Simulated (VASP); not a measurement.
Wanted: the native input for a VASP 6.6.1 run.

```yaml
Task: single point
Functional: PBE
Dispersion: D3(BJ)
Potentials_or_basis: VASP PAW PBE potentials, release 64 (O, H, Zn, Cl)
Cutoff: 520 eV
k_mesh: 1 × 1 × 1
Occupations: fermi-dirac, width 0.02 eV
Spin: no spin polarisation
Dipole_correction: no
Further_INCAR_settings: LREAL = Auto; ALGO = Fast; EDIFF = 1e-06; NBANDS = 53
```

The structure of ZnH12Cl2O6 lies in POSCAR:

```
ZnH12Cl2O6
1.0
    6.2658270000      0.0000000000      0.0000000000
    0.0000000000      6.2658270000      0.0000000000
    0.0000000000      0.0000000000      6.2658270000
O H Zn Cl
6 12 1 2
Direct
    0.0388775496      0.6492359269      0.3524195609
    0.6225834196      0.6997001354      0.1021892242
    0.3521801671      0.0976726616      0.2503899326
    0.8602216435      0.0943371083      0.1455514172
    0.6055385825      0.3328690690      0.8703559801
    0.5088554153      0.8948060647      0.6308664443
    0.0771326754      0.5193408627      0.4278605202
   -0.1000825589      0.6155612021      0.3334755332
    0.7172556791      0.8130929884      0.0486767349
    0.5973353557      0.5893236439      0.0053783802
    0.2596943708      0.0870754970      0.1369013220
    0.4329356683     -0.0152733231      0.1832160384
    0.7634427187      0.2054956193      0.1072005339
    0.8706432527      0.0747866164      0.3014286861
    0.5236978295      0.2362976188      0.9558833974
    0.5118558173      0.4049585155      0.7646077685
    0.4097942698      0.9845308528      0.7083342710
    0.5173937933      0.9971708443      0.5128612711
    0.9983837728      0.7806790708      0.7087013414
    0.1997182495      0.5192929840      0.7775829112
    0.0325415943      0.0901556969      0.5878872813
```

The cell was built by a generator and needn't be a form met in nature.

These files were run (other wordings do the same):

INCAR

```
SYSTEM = ZnH12Cl2O6
PREC     = Accurate       ! precision mode
ENCUT    = 520            ! plane-wave cutoff, eV
EDIFF    = 1E-6           ! SCF threshold, eV
ISMEAR   = -1             ! smearing method
SIGMA    = 0.02           ! smearing width, eV
LREAL    = Auto         
LASPH    = .True.         ! aspherical terms in the spheres
NELM     = 100            ! most SCF steps
ALGO     = Fast           ! electronic algorithm
ISIF     = 2              ! what is computed and relaxed
LWAVE    = .False.        ! write WAVECAR
LCHARG   = .True.         ! write CHGCAR
GGA      = PE             ! functional
IVDW     = 12             ! dispersion correction
LELF     = .True.         ! ELF
LVHAR    = .True.       
NBANDS   = 53             ! bands
```

KPOINTS

```
Automatic mesh
0
Gamma
  1 1 1
  0 0 0
```

Potentials or basis: VASP PAW PBE potentials, release 64 (O, H, Zn, Cl).

Command:

```bash
$ cat potpaw_PBE.64/O/POTCAR potpaw_PBE.64/H/POTCAR potpaw_PBE.64/Zn/POTCAR potpaw_PBE.64/Cl/POTCAR > POTCAR
$ mpirun -np 1 vasp_gam > vasp.out
```

It gave:

- Pressure: 5.1 GPa
- Largest force: 5.227 eV/Å
- Band gap on the k mesh: 3.10 eV, direct
- Dispersion energy per atom: -0.056 eV

It took 30 s on 1 thread of Intel(R) Xeon(R) 6975P-C (Granite Rapids), on a shared host, peak memory 0.33 GiB.
